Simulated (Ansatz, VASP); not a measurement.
# TiO2 (Rutile) in two plane-wave programs, part 2 of 2

Wanted: the spread between two codes on one cell, functional and k mesh.

VASP 6.6.1 and Ansatz 0.2.0.

So far. Step 4 (Side by side): The walks stopped with 0.00 GPa left in Ansatz and 0.02 GPa in VASP; each walk ends within a tolerance, so the volume difference is uncertain by about these residues over the bulk modulus, most in soft cells.

## Step 5: VASP: relaxation of cell and atoms, r2SCAN with rVV10

Level of this step: r2SCAN with rVV10, no spin polarisation; plane waves and PAW (Ti_sv, O) (VASP).

The relaxed volume is the usual yardstick between codes: its relative difference is about their pressure difference at one cell divided by the bulk modulus.

The input, INCAR:

```
SYSTEM = TiO2
PREC = Accurate
ENCUT = 560
EDIFF = 1E-06
NELM = 100
ISMEAR = -1
SIGMA = 0.05
LREAL = .FALSE.
ALGO = Normal
METAGGA = R2SCAN
LUSE_VDW = .TRUE.
IVDW_NL = 2
BPARAM = 11.95
CPARAM = 0.0093
LASPH = .TRUE.
NBANDS = 30
LORBIT = 11
LWAVE = .FALSE.
LCHARG = .FALSE.
KPAR = 4
IBRION = 2
NSW = 60
ISIF = 3
EDIFFG = -0.01
```

The input, POSCAR:

```
TiO2
1.0
    4.5922000000      0.0000000000      0.0000000000
    0.0000000000      4.5922000000      0.0000000000
    0.0000000000      0.0000000000      2.9574000000
Ti O
2 4
Direct
    0.0000000000      0.0000000000      0.0000000000
    0.5000000000      0.5000000000      0.5000000000
    0.3049600000      0.3049600000      0.0000000000
    0.1950400000      0.8049600000      0.5000000000
    0.6950400000      0.6950400000      0.0000000000
    0.8049600000      0.1950400000      0.5000000000
```

The input, KPOINTS:

```
Automatic mesh
0
Gamma
5 5 8
0 0 0
```

The projector-augmented-wave data sets are Ti_sv and O (PBE family, release 64).

On the command line:

```bash
$ mpirun -np 4 vasp_std
```

Numbers of over 12 decimals in the logs are rounded to 6 here.

The log of the run:

```text
[banner, memory and clock lines left out]
running    4 mpi-ranks, on    1 nodes
[...]
|                                                                             |
|               ----> ADVICE to this user running VASP <----                  |
|                                                                             |
|     You have switched on vdW-DFT.                                           |
|     This routine was written and supplied by Jiri Klimes. We recommend      |
|     that you carefully read and cite the following publications:            |
|       J. Klimes, D.R. Bowler, A. Michelides                                 |
|          J. Phys.: Cond Matt. 22 022201 (2010)                              |
|       J. Klimes, D.R. Bowler, A. Michelides                                 |
|          Phys. Rev. B. 83, 195131 (2011)                                    |
|     and references therein.                                                 |
|                                                                             |

[...]
Total rVV10 correction in eV:      1.2169700    48.0108881
DAV:   5    -0.685802435621E+02   -0.20683E-05   -0.27544E-05  2198   0.403E-02    0.850E-03
Total rVV10 correction in eV:      1.2169628    48.0108881
Total rVV10 correction in eV:      1.2169628    48.0108881
Total rVV10 correction in eV:      1.2169628    48.0108881
Total rVV10 correction in eV:      1.2169628    48.0108881
DAV:   6    -0.685802430520E+02    0.51014E-06   -0.14397E-06  1238   0.112E-02
Total rVV10 correction in eV:      1.2169595    48.0108881
Total rVV10 correction in eV:      1.2169595    48.0108881
Total rVV10 correction in eV:      1.2169595    48.0108881
Total rVV10 correction in eV:      1.2169595    48.0108881
Total rVV10 correction in eV:      1.2169618    48.0108881
Total rVV10 correction in eV:      1.2169618    48.0108881
Total rVV10 correction in eV:      1.2169618    48.0108881
Total rVV10 correction in eV:      1.2169618    48.0108881
   2 F= -.68580243E+02 E0= -.68580243E+02  d E =-.886301E-03
[... from here on, the cycles between the ionic steps are left out ...]
   3 F= -.68580247E+02 E0= -.68580247E+02  d E =-.889877E-03
   4 F= -.68580231E+02 E0= -.68580231E+02  d E =0.160545E-04
   5 F= -.68580304E+02 E0= -.68580304E+02  d E =-.574149E-04
[...]
reached required accuracy - stopping structural energy minimisation
```

OUTCAR, selected parts (step 5):

```text
  Total        0.0299153      0.0299153      0.0513497     -0.0000000      0.0000000      0.0000000
  in kB        0.7693998      0.7693998      1.3206789     -0.0000000      0.0000000      0.0000000
  external PRESSURE =       0.9531595 kB  Pullay stress =       0.0000000 kB

 POSITION                                       TOTAL-FORCE (eV/Angst)
 -----------------------------------------------------------------------------------
     -0.00000      0.00000      0.00000        -0.000000      0.000000      0.000000
      2.29454      2.29454      1.47901        -0.000000      0.000000      0.000000
      1.39614      1.39614      0.00000         0.000703      0.000703      0.000000
      0.89840      3.69068      1.47901        -0.000703      0.000703      0.000000
      3.19293      3.19293      0.00000        -0.000703     -0.000703      0.000000
      3.69068      0.89840      1.47901         0.000703     -0.000703      0.000000
 -----------------------------------------------------------------------------------
    total drift:                                0.000000      0.000000      0.000000

  FREE ENERGIE OF THE ION-ELECTRON SYSTEM (eV)
  ---------------------------------------------------
  free  energy   TOTEN  =       -68.5803040428 eV

  energy  without entropy=      -68.5803040428  energy(sigma->0) =      -68.58030404

[... 2 parts as in an earlier step ...]

[... 2 further parts left out ...]
[key lines of the parts left out:]
E-fermi :   5.5816
```

The PAW data sets were made with PBE, which is usual practice but a small mismatch for other functionals.

## Step 6: Ansatz: relaxation of cell and atoms, r2SCAN with rVV10

The same cell, functional, mesh and smearing now go to Ansatz, which takes its cutoff from its data sets.

The input, input.yaml:

```yaml
crystal:
  lattice:
    - [4.5922, 0.0, 0.0]
    - [0.0, 4.5922, 0.0]
    - [0.0, 0.0, 2.9574]
  atoms:
    - { symbol: Ti, position: [0.0, 0.0, 0.0] }
    - { symbol: Ti, position: [0.5, 0.5, 0.5] }
    - { symbol: O, position: [0.30496, 0.30496, 0.0] }
    - { symbol: O, position: [0.19504, 0.80496, 0.5] }
    - { symbol: O, position: [0.69504, 0.69504, 0.0] }
    - { symbol: O, position: [0.80496, 0.19504, 0.5] }
hamiltonian:
  xc: r2scan
  pseudopotentials: { kind: paw }
  dispersion: rvv10
kpoints:
  mp_grid: { grid: [5, 5, 8] }
scf:
  occupations: { method: fermi_dirac, width: 0.05 }
relax:
  f_tol: 0.01
  max_steps: 60
  cell: { stress_tol: 0.05 }
output:
  forces: true
  stress: true
```

On the command line:

```bash
$ ansatz run input.yaml --threads 4 --pin off --max-ram 9216MiB --backend cpu --events-out ev --progress --plain --runs-dir out
```

The log of the run:

```text
[...]
Crystal: 6 atoms, lattice volume = 62.367 Å³
Basis set: ecut = 500 eV, 1559 PW (Γ), exchange–correlation on 160×160×100 points (64 copies of the dense FFT grid, shifted against one another)
Bands: 30, of which v1, the nominal top of the filled ones, is band 24 counted from 1 (23 counted from 0)
Symmetry: 16 space group operations
[...]
k-points: 30 of 200
[...]
cell:  # Å, volume = 62.0203 Å³
    - [4.584133, 0, 0.0]
    - [0, 4.584133, 0.0]
    - [0.0, 0.0, 2.951343]
  atoms:
    - { symbol: Ti, position: [0, 0, 0.0] }
    - { symbol: Ti, position: [0.5, 0.5, 0.5] }
    - { symbol: O, position: [0.304301, 0.304301, 0.0] }
    - { symbol: O, position: [0.195699, 0.804301, 0.5] }
    - { symbol: O, position: [0.695699, 0.695699, 0.0] }
    - { symbol: O, position: [0.804301, 0.195699, 0.5] }
[key lines of the parts left out:]
SCF converged after 5 iterations
Free energy (F): -7290.087945 eV
Fermi energy:    9.987979 eV
P = ⅓ Tr σ = 0.0021 GPa (0.021 kbar)
```

Elapsed: 28 s, on 4 threads of Arm Neoverse N1, shared host; peak memory 0.6 GiB; 1.7 min of CPU time.

## Step 7: Side by side

What differs besides the data sets and the points named for the pairs above, as far as they apply: VASP keeps PBE cores, Ansatz makes them for the functional; the cutoff is 500 eV in Ansatz and 560 eV in VASP. Total energies have different zeros and are not compared.

Both answers:

| quantity | Ansatz | VASP | difference |
| --- | --- | --- | --- |
| volume (Å³) | 62.02 | 62.29 | -0.44 % |
| edge a after relaxation, in the typed setting (Å) | 4.584 | 4.589 | -0.11 % |
| edge c after relaxation, in the typed setting (Å) | 2.951 | 2.958 | -0.23 % |

The walks stopped with 0.00 GPa left in Ansatz and 0.10 GPa in VASP; each walk ends within a tolerance, so the volume difference is uncertain by about these residues over the bulk modulus, most in soft cells.

## Step 8: Outcome

| Item | Value |
| --- | --- |
| difference in volume (relaxation of cell and atoms, PBE with D3(BJ)) | -0.22 % |
| difference in volume (relaxation of cell and atoms, r2SCAN with rVV10) | -0.44 % |

What this shows: The difference in volume is -0.44 % (relaxation of cell and atoms, r2SCAN with rVV10), within the 1.2 % picked in this series as the mark of a large difference, as far as the stopping tolerances let one tell. How closely two codes agree says nothing of how well the functional describes the real material.

[Lines on the potential files, build, host, timing and source positions are cut from VASP's logs without a mark.]

[Logs are printed without paths, hosts, clocks, repeated set-up lines and the standing remarks that a program may print on its own settings, such as how far it seeks lower states.]

[Hosts, paths, dates, database ids (printed as entryN), source tags and the programs' standing remarks are cut or masked in the printed files.]
